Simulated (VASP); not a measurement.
Data:

```
CELL_PARAMETERS angstrom
      0.00000     2.88926     2.88926
      2.88926     0.00000     2.88926
      2.88926     2.88926     0.00000
ATOMIC_POSITIONS crystal
  Be 0.00000 0.00000 0.00000
  Te 0.25000 0.25000 0.25000
```

These are vdW-DF2, VASP's PBE PAW potentials (set 64) (plane waves; VASP 6.6.1) values and carry that method's errors. Run with 520 eV cut-off, 9×9×9 Γ-centred mesh, tetrahedra with Blöchl corrections, potentials Be Te.

Task: The job: BeTe (zinc blende), 2 atoms, vdW-DF2, static run, 520 eV, 9×9×9 Γ-centred mesh. Roughly how much core time does it take on a busy server core?

Result: About 30 core-seconds (one run on a shared machine, a rough figure). It had 35 irreducible k-points, 8 bands, up to 1317 plane waves and 13 electronic steps.

The compound is BeTe in the zinc blende structure. It was relaxed first, which changed the volume by +8 %.
